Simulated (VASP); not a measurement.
## Dynamics of TiTe2 at finite temperature

Wanted: temperature and structure of TiTe2 along a short trajectory. The start is a cell from a database of measured crystal structures.

Main program and level: VASP 6.6.1; PBEsol, no spin polarisation; plane waves and PAW (Te, Ti).

## 1. Starting point

The structure is trigonal, space group P-3m1 (No. 164). Conventional cell: a = 3.777 Å, b = 3.777 Å, c = 6.498 Å, α = 90.00°, β = 90.00°, γ = 120.00°. Nearest to Te lie 3 Ti at 2.77 Å. Nearest to Ti lie 6 Te at 2.77 Å. Farther neighbours and most contacts between anions are not listed.

## 2. Relax the host

The later steps need the crystal at this functional's own lattice; a raised cutoff keeps the stress reliable while the cell changes.

INCAR

```
SYSTEM = TiTe2
PREC = Accurate
ENCUT = 350
EDIFF = 1E-06
NELM = 120
ISMEAR = 0
SIGMA = 0.1
LREAL = .FALSE.
ALGO = Normal
GGA = PS
NBANDS = 14
LASPH = .TRUE.
LORBIT = 11
LWAVE = .FALSE.
LCHARG = .FALSE.
KPAR = 4
IBRION = 2
NSW = 40
ISIF = 3
EDIFFG = -0.02
POTIM = 0.4
```

POSCAR

```
TiTe2
1.0
    3.7770000000      0.0000000000      0.0000000000
   -1.8885000000      3.2709779501      0.0000000000
    0.0000000000      0.0000000000      6.4980000000
Te Ti
2 1
Direct
    0.3333333333      0.6666666667      0.7372000000
    0.6666666667      0.3333333333      0.2628000000
    0.0000000000      0.0000000000      0.0000000000
```

KPOINTS

```
Automatic mesh
0
Gamma
6 6 3
0 0 0
```

The projector-augmented-wave data sets are Te and Ti (PBE family, release 64).

The run is started by

```sh
> mpirun -np 4 vasp_std
```

Output:

```text
[banner, memory and clock lines left out]
running    4 mpi-ranks, on    1 nodes
 distrk:  each k-point on    1 cores,    4 groups
 distr:  one band on    1 cores,    1 groups

 POSCAR found type information on POSCAR TeTi
 POSCAR found :  2 types and       3 ions
|                                                                             |
|               ----> ADVICE to this user running VASP <----                  |
|                                                                             |
|     You enforced a specific xc type in the INCAR file but a different       |
|     [... a line on the potential file left out ...]
|     I HOPE YOU KNOW WHAT YOU ARE DOING!                                     |
|                                                                             |

 LDA part: xc-table for (Slater+PW92), standard interpolation
 POSCAR, INCAR and KPOINTS ok, starting setup
 FFT: planning ... GRIDC
 FFT: planning ... GRID_SOFT
 FFT: planning ... GRID
 WAVECAR not read
 entering main loop
       N       E                     dE             d eps       ncg     rms          rms(c)
DAV:   1     0.595213420083E+02    0.59521E+02   -0.45624E+03   476   0.682E+02
DAV:   2    -0.138011524978E+02   -0.73322E+02   -0.66821E+02   506   0.143E+02
DAV:   3    -0.196568731214E+02   -0.58557E+01   -0.55720E+01   608   0.444E+01
DAV:   4    -0.198002603823E+02   -0.14339E+00   -0.14308E+00   608   0.759E+00
DAV:   5    -0.198026175036E+02   -0.23571E-02   -0.23570E-02   610   0.101E+00    0.137E+01
DAV:   6    -0.196207576743E+02    0.18186E+00   -0.68468E+00   554   0.313E+01    0.119E+01
DAV:   7    -0.178394791918E+02    0.17813E+01   -0.80126E+00   586   0.394E+01    0.681E+00
DAV:   8    -0.174696902091E+02    0.36979E+00   -0.82643E-01   488   0.792E+00    0.228E+00
DAV:   9    -0.174378197277E+02    0.31870E-01   -0.13802E-01   536   0.412E+00    0.135E+00
DAV:  10    -0.174358537499E+02    0.19660E-02   -0.44520E-02   512   0.306E+00    0.870E-01
DAV:  11    -0.174298331146E+02    0.60206E-02   -0.42143E-03   518   0.938E-01    0.497E-01
DAV:  12    -0.174292161498E+02    0.61696E-03   -0.53840E-04   650   0.201E-01    0.280E-01
DAV:  13    -0.174288138476E+02    0.40230E-03   -0.39920E-04   588   0.261E-01    0.434E-02
DAV:  14    -0.174288093248E+02    0.45228E-05   -0.46355E-05   560   0.422E-02    0.243E-02
DAV:  15    -0.174288088113E+02    0.51344E-06   -0.96438E-07   360   0.766E-03
   1 F= -.17428809E+02 E0= -.17426102E+02  d E =-.174288E+02
 curvature:   0.00 expect dE= 0.000E+00 dE for cont linesearch  0.000E+00
 trial: gam= 0.00000 g(F)=  0.395E-02 g(S)=  0.748E-01 ort = 0.000E+00 (trialstep = 0.100E+01)
 search vector abs. value=  0.788E-01
 bond charge predicted
       N       E                     dE             d eps       ncg     rms          rms(c)
DAV:   1    -0.175577644145E+02   -0.12896E+00   -0.24786E+00   506   0.935E+00    0.205E+00
DAV:   2    -0.175029621925E+02    0.54802E-01   -0.18326E-01   618   0.469E+00    0.194E+00
DAV:   3    -0.174666499066E+02    0.36312E-01   -0.62891E-02   542   0.342E+00    0.750E-01
DAV:   4    -0.174506530452E+02    0.15997E-01   -0.35464E-02   524   0.848E-01    0.355E-01
DAV:   5    -0.174506988528E+02   -0.45808E-04   -0.95596E-04   556   0.278E-01    0.397E-01
DAV:   6    -0.174506897444E+02    0.91083E-05   -0.31887E-05   646   0.353E-02    0.415E-01
DAV:   7    -0.174505186430E+02    0.17110E-03   -0.43364E-04   518   0.148E-01    0.212E-01
DAV:   8    -0.174504998195E+02    0.18824E-04   -0.30351E-05   528   0.388E-02    0.293E-01
DAV:   9    -0.174504901991E+02    0.96204E-05   -0.28384E-05   554   0.269E-02    0.203E-01
DAV:  10    -0.174504886884E+02    0.15107E-05   -0.58862E-06   584   0.190E-02    0.130E-01
DAV:  11    -0.174504885763E+02    0.11210E-06   -0.91600E-07   268   0.666E-03
   2 F= -.17450489E+02 E0= -.17448734E+02  d E =-.216798E-01
[... from here on, the cycles between the ionic steps are left out ...]
   3 F= -.17456466E+02 E0= -.17454474E+02  d E =-.276574E-01
   4 F= -.17458174E+02 E0= -.17456174E+02  d E =-.170807E-02
   5 F= -.17460011E+02 E0= -.17457833E+02  d E =-.354446E-02
   6 F= -.17461098E+02 E0= -.17458960E+02  d E =-.108774E-02
   7 F= -.17461796E+02 E0= -.17459702E+02  d E =-.178499E-02
   8 F= -.17461856E+02 E0= -.17459759E+02  d E =-.184538E-02
   9 F= -.17461686E+02 E0= -.17459528E+02  d E =0.169883E-03
 trial-energy change:    0.000170  1 .order    0.000150   -0.000429    0.000730
 step:   0.6790(harm=  0.7239)  dis= 0.00065  next Energy=   -17.461930 (dE=-0.737E-04)
 bond charge predicted
       N       E                     dE             d eps       ncg     rms          rms(c)
DAV:   1    -0.174623116136E+02   -0.62516E-03   -0.11322E-02   488   0.599E-01    0.128E-01
DAV:   2    -0.174622239703E+02    0.87643E-04   -0.11190E-03   564   0.411E-01    0.146E-01
DAV:   3    -0.174619852577E+02    0.23871E-03   -0.32835E-04   530   0.267E-01    0.521E-02
DAV:   4    -0.174619283503E+02    0.56907E-04   -0.13929E-04   554   0.550E-02    0.130E-02
DAV:   5    -0.174619283655E+02   -0.15250E-07   -0.41632E-06   530   0.151E-02
  10 F= -.17461928E+02 E0= -.17459810E+02  d E =-.722979E-04
 curvature:  -0.41 expect dE=-0.525E-05 dE for cont linesearch -0.267E-07
 trial: gam= 0.04245 g(F)=  0.502E-05 g(S)=  0.776E-05 ort = 0.402E-05 (trialstep = 0.170E+01)
 search vector abs. value=  0.136E-04
 reached required accuracy - stopping structural energy minimisation
```

Wall time 27 s (4 MPI ranks of Intel Xeon Platinum 8488C (Sapphire Rapids), shared host); peak memory 0.63 GiB; 1.7 min of CPU time.

The logs omit lines about the potential files and the build; timing stands in the text.

OUTCAR, selected parts (step 2):

```text
ion  position               nearest neighbor table
   1  0.333  0.667  0.737-   3 2.77   3 2.77   3 2.77
   2  0.667  0.333  0.263-   3 2.77   3 2.77   3 2.77
   3  0.000  0.000  0.000-   1 2.77   2 2.77   2 2.77   1 2.77   2 2.77   1 2.77

  LATTYP: Found a hexagonal cell.
 ALAT       =     3.7770000000
 C/A-ratio  =     1.7204130262

 Subroutine GETGRP returns: Found 12 space group operations
 (whereof 12 operations were pure point group operations)

The static configuration has the point symmetry D_3d.

 Found     17 irreducible k-points:

   k-points           NKPTS =     17   k-points in BZ     NKDIM =     17   number of bands    NBANDS=     14

   dimension x,y,z NGX =    24 NGY =   24 NGZ =   40
   dimension x,y,z NGXF=    48 NGYF=   48 NGZF=   80

   ENCUT  =  350.0 eV  25.72 Ry    5.07 a.u.   5.76  5.76  9.91*2*pi/ulx,y,z

   NELECT =      16.0000    total number of electrons

 k-points in reciprocal lattice and weights: Automatic mesh
   0.00000000  0.00000000  0.00000000       0.009
   0.16666667  0.00000000  0.00000000       0.056
   0.33333333  0.00000000  0.00000000       0.056
   0.50000000  0.00000000  0.00000000       0.028
   0.16666667  0.16666667  0.00000000       0.056
   0.33333333  0.16666667  0.00000000       0.111
   0.33333333  0.33333333  0.00000000       0.019
   0.00000000  0.00000000  0.33333333       0.019
   0.16666667  0.00000000  0.33333333       0.056
[...]
-0.16666667  0.50000000  0.33333333       0.111
   0.33333333  0.33333333  0.33333333       0.037

 average (electrostatic) potential at core
       1 -87.8418       2 -87.8418       3 -23.8825

 E-fermi :   6.1122

 k-point     1 :       0.0000    0.0000    0.0000
  band No.  band energies     occupation
      1      -6.5899      2.00000
      2      -4.8842      2.00000
      3       0.5799      2.00000
      4       4.4651      2.00000
      5       4.4651      2.00000
      6       6.4329      0.00001
      7       6.5614      0.00000
      8       6.5614      0.00000
      9       6.9469      0.00000
     10       7.4016      0.00000
    ...

 k-point     2 :       0.1667    0.0000    0.0000
  band No.  band energies     occupation
    ...
      3       0.9728      2.00000
      4       3.7249      2.00000
      5       4.5013      2.00000
      6       4.9203      2.00000
      7       5.9055      1.99653
      8       6.3006      0.00771
      9       6.4450      0.00000
     10       7.2629      0.00000
     11       7.5256      0.00000
     12       9.0869      0.00000
    ...

 k-point     3 :       0.3333    0.0000    0.0000
  band No.  band energies     occupation
    ...
      4       2.0504      2.00000
      5       2.9689      2.00000
      6       4.4757      2.00000
      7       4.7977      2.00000
      8       5.1943      2.00000
      9       6.2256      0.10877
     10       7.3917      0.00000
     11       7.5573      0.00000
     12       9.1759      0.00000
     13       9.6168      0.00000
    ...

  Total        0.0101334      0.0101334     -0.0199363      0.0000000      0.0000000      0.0000000
  in kB        0.2139450      0.2139450     -0.4209125      0.0000000      0.0000000      0.0000000
  external PRESSURE =       0.0023258 kB  Pullay stress =       0.0000000 kB

  energy-cutoff  :      350.00
  volume of cell :       75.89
      direct lattice vectors                 reciprocal lattice vectors
     3.715040666  0.000000000 -0.000000000     0.269176058  0.155408869 -0.000000000
    -1.857520333  3.217319593 -0.000000000    -0.000000000  0.310817739 -0.000000000
     0.000000000  0.000000000  6.349017103     0.000000000  0.000000000  0.157504695

 POSITION                                       TOTAL-FORCE (eV/Angst)
 -----------------------------------------------------------------------------------
     -0.00000      2.14488      4.65149         0.000000      0.000000      0.008067
      1.85752      1.07244      1.69752        -0.000000     -0.000000     -0.008067
      0.00000      0.00000      0.00000         0.000000     -0.000000      0.000000
 -----------------------------------------------------------------------------------
    total drift:                                0.000000     -0.000000     -0.000000

  FREE ENERGIE OF THE ION-ELECTRON SYSTEM (eV)
  ---------------------------------------------------
  free  energy   TOTEN  =       -17.4619283655 eV

  energy  without entropy=      -17.4576920248  energy(sigma->0) =      -17.45981020

 reached required accuracy - stopping structural energy minimisation

 total charge
# of ion       s       p       d       tot
------------------------------------------
    1        1.384   1.993   0.043   3.420
    2        1.384   1.993   0.043   3.420
    3        0.401   0.605   2.458   3.464
--------------------------------------------------
tot          3.169   4.590   2.544  10.304

[... 3 further parts left out ...]
```

This run has no spin polarisation, so a moment on Ti, if there is one, isn't seen. The k-mesh is coarse for a metal. The PAW data sets were made with PBE, which is usual practice but a small mismatch for other functionals. The data set Ti keeps the semicore shell frozen, which is cheaper and a little less accurate. The run keeps the 12 symmetry operations of its start, so it cannot find a distortion of lower symmetry.

Relaxation path:

```tsv
step	energy less that of the first step (eV)	largest force (eV/Å)	pressure (GPa)	volume (Å³)
1	0.0000	0.2262	-2.78	80.28
2	-0.0217	0.3440	1.24	76.04
3	-0.0277	0.1538	-0.10	77.34
4	-0.0294	0.1197	-0.09	77.10
5	-0.0312	0.0257	-0.03	76.42
6	-0.0323	0.0217	0.04	76.18
7	-0.0330	0.0065	0.18	75.64
8	-0.0330	0.0106	0.15	75.76
9	-0.0329	0.0419	-0.26	76.12
10	-0.0331	0.0081	0.00	75.89
```

```tsv
conventional cell, symmetrised	before	after	change
a (Å)	3.777	3.715	-1.6 %
b (Å)	3.777	3.715	-1.6 %
c (Å)	6.498	6.349	-2.3 %
volume (Å³/atom)	26.76	25.30	-5.5 %
```

The atoms that moved most (Å, as changes of fractional coordinates times the final cell):

```tsv
atom	dx	dy	dz	length
Te1	0.000	0.000	-0.029	0.029
Te2	0.000	0.000	0.029	0.029
```

The relaxed structure:

```xyz
3
Lattice="3.7150 0.0000 0.0000 -1.8575 3.2173 0.0000 0.0000 0.0000 6.3490" Properties=species:S:1:pos:R:3 pbc="T T T"
Te    0.0000    2.1449    4.6515
Te    1.8575    1.0724    1.6975
Ti    0.0000    0.0000    0.0000
```

Numbers from this step:

- electronic cycles: 78
- electrons: 16
- free energy (TOTEN): -17.46 eV
- energy at zero smearing: -17.46 eV
- Fermi energy: 6.112 eV
- labelled metallic, from the levels on this mesh: yes

The run ended after 10 ionic steps, 0.033 eV below its first step, once forces and stress met EDIFFG = -0.02.

## 3. Relax the host again, on a new basis

The volume changed by more than 5 %, so the plane waves of the start no longer fit; a second relaxation removes that error.

INCAR, as its differences from that of step 2:

```diff
@@ -17,3 +17,3 @@
 IBRION = 2
-NSW = 40
+NSW = 30
 ISIF = 3
```

POSCAR

```
TiTe2
1.0
    3.7150406659      0.0000000000      0.0000000000
   -1.8575203329      3.2173195927      0.0000000000
    0.0000000000      0.0000000000      6.3490171034
Te Ti
2 1
Direct
    0.3333333333      0.6666666667      0.7326321981
    0.6666666667      0.3333333333      0.2673678019
    0.0000000000      0.0000000000      0.0000000000
```

KPOINTS is that of step 2.

The run is started by

```sh
> mpirun -np 4 vasp_std
```

Output:

```text
[banner, memory and clock lines left out]
running    4 mpi-ranks, on    1 nodes
 distrk:  each k-point on    1 cores,    4 groups
 distr:  one band on    1 cores,    1 groups

 POSCAR found type information on POSCAR TeTi
 POSCAR found :  2 types and       3 ions
 [... a notice as in an earlier step ...]

 LDA part: xc-table for (Slater+PW92), standard interpolation
 POSCAR, INCAR and KPOINTS ok, starting setup
 FFT: planning ... GRIDC
 FFT: planning ... GRID_SOFT
 FFT: planning ... GRID
 WAVECAR not read
 entering main loop
       N       E                     dE             d eps       ncg     rms          rms(c)
DAV:   1     0.620994708846E+02    0.62099E+02   -0.46944E+03   484   0.692E+02
DAV:   2    -0.134292590769E+02   -0.75529E+02   -0.68031E+02   504   0.146E+02
DAV:   3    -0.194144618981E+02   -0.59852E+01   -0.55833E+01   640   0.453E+01
DAV:   4    -0.195556914169E+02   -0.14123E+00   -0.14101E+00   570   0.778E+00
DAV:   5    -0.195585165097E+02   -0.28251E-02   -0.28245E-02   614   0.116E+00    0.144E+01
DAV:   6    -0.191928434537E+02    0.36567E+00   -0.62866E+00   542   0.303E+01    0.102E+01
DAV:   7    -0.178155014915E+02    0.13773E+01   -0.65133E+00   590   0.355E+01    0.662E+00
DAV:   8    -0.174832420558E+02    0.33226E+00   -0.63068E-01   494   0.792E+00    0.199E+00
DAV:   9    -0.174650223315E+02    0.18220E-01   -0.86678E-02   566   0.302E+00    0.106E+00
DAV:  10    -0.174643912724E+02    0.63106E-03   -0.23001E-02   530   0.205E+00    0.731E-01
DAV:  11    -0.174618063815E+02    0.25849E-02   -0.19588E-03   524   0.651E-01    0.407E-01
DAV:  12    -0.174614514391E+02    0.35494E-03   -0.41092E-04   680   0.209E-01    0.154E-01
DAV:  13    -0.174613844216E+02    0.67017E-04   -0.12792E-04   586   0.121E-01    0.321E-02
DAV:  14    -0.174613837267E+02    0.69487E-06   -0.87429E-06   548   0.187E-02
   1 F= -.17461384E+02 E0= -.17459266E+02  d E =-.174614E+02
 curvature:   0.00 expect dE= 0.000E+00 dE for cont linesearch  0.000E+00
 trial: gam= 0.00000 g(F)=  0.439E-05 g(S)=  0.811E-05 ort = 0.000E+00 (trialstep = 0.100E+01)
 search vector abs. value=  0.125E-04
 reached required accuracy - stopping structural energy minimisation
```

Elapsed: 5.2 s, on 4 MPI ranks; peak memory 0.57 GiB; 18 s of CPU time.

Parts of OUTCAR (step 3):

```text
  LATTYP: Found a hexagonal cell.
 ALAT       =     3.7150406659
 C/A-ratio  =     1.7090033931

The static configuration has the point symmetry D_3d.

 Found     17 irreducible k-points:

   ENCUT  =  350.0 eV  25.72 Ry    5.07 a.u.   5.67  5.67  9.68*2*pi/ulx,y,z

   NELECT =      16.0000    total number of electrons

 E-fermi :   6.1125

 k-point     1 :       0.0000    0.0000    0.0000
  band No.  band energies     occupation
      1      -6.5898      2.00000
      2      -4.8841      2.00000
      3       0.5802      2.00000
      4       4.4654      2.00000
      5       4.4654      2.00000
      6       6.4332      0.00001
      7       6.5618      0.00000
      8       6.5618      0.00000
      9       6.9473      0.00000
     10       7.4019      0.00000
    ...

 k-point     2 :       0.1667    0.0000    0.0000
  band No.  band energies     occupation
    ...
      3       0.9731      2.00000
      4       3.7252      2.00000
      5       4.5016      2.00000
      6       4.9205      2.00000
      7       5.9058      1.99653
      8       6.3010      0.00768
      9       6.4453      0.00000
     10       7.2633      0.00000
     11       7.5261      0.00000
     12       9.0874      0.00000
    ...

  Total        0.0045279      0.0045279     -0.0242730      0.0000000      0.0000000      0.0000000
  in kB        0.0955973      0.0955973     -0.5124715      0.0000000      0.0000000      0.0000000
  external PRESSURE =      -0.1070923 kB  Pullay stress =       0.0000000 kB

  energy-cutoff  :      350.00
  volume of cell :       75.89
      direct lattice vectors                 reciprocal lattice vectors
     3.715040666  0.000000000  0.000000000     0.269176058  0.155408869  0.000000000
    -1.857520333  3.217319593  0.000000000     0.000000000  0.310817739  0.000000000
     0.000000000  0.000000000  6.349017103     0.000000000  0.000000000  0.157504695

 POSITION                                       TOTAL-FORCE (eV/Angst)
 -----------------------------------------------------------------------------------
     -0.00000      2.14488      4.65149         0.000000      0.000000      0.007541
      1.85752      1.07244      1.69752        -0.000000     -0.000000     -0.007541
      0.00000      0.00000      0.00000         0.000000      0.000000      0.000000
 -----------------------------------------------------------------------------------
    total drift:                                0.000000     -0.000000     -0.000000

  FREE ENERGIE OF THE ION-ELECTRON SYSTEM (eV)
  ---------------------------------------------------
  free  energy   TOTEN  =       -17.4613837267 eV

  energy  without entropy=      -17.4571474019  energy(sigma->0) =      -17.45926556

[... 5 parts as in an earlier step ...]

[... 7 further parts left out ...]
```

CONTCAR:

```
TiTe2
   1.00000000000000
     3.7150406659000001    0.0000000000000000    0.0000000000000000
    -1.8575203329000001    3.2173195927000000    0.0000000000000000
     0.0000000000000000    0.0000000000000000    6.3490171033999996
  Te              Ti
     2     1
Direct
     0.3333333332999970    0.6666666667000030    0.7326321980999992
     0.6666666667000030    0.3333333332999970    0.2673678019000008
     0.0000000000000000    0.0000000000000000    0.0000000000000000
```

Little changed from the start: no atom moved by 0.005 Å and no cell edge by 0.1 %.

Numbers from this step:

| Property | Result |
| --- | --- |
| electronic cycles | 14 |

The start already met the threshold, so nothing moved.

(Continued in part 2 of 3.)

[Lines on the potential files, build, host, timing and source positions are cut from VASP's logs without a mark.]

[Logs are printed without paths, hosts, clocks, repeated set-up lines and the standing remarks that a program may print on its own settings, such as how far it seeks lower states.]

[Hosts, paths, dates, database ids (printed as entryN), source tags and the programs' standing remarks are cut or masked in the printed files.]

[Runs that stopped without an error message from VASP are left out.]
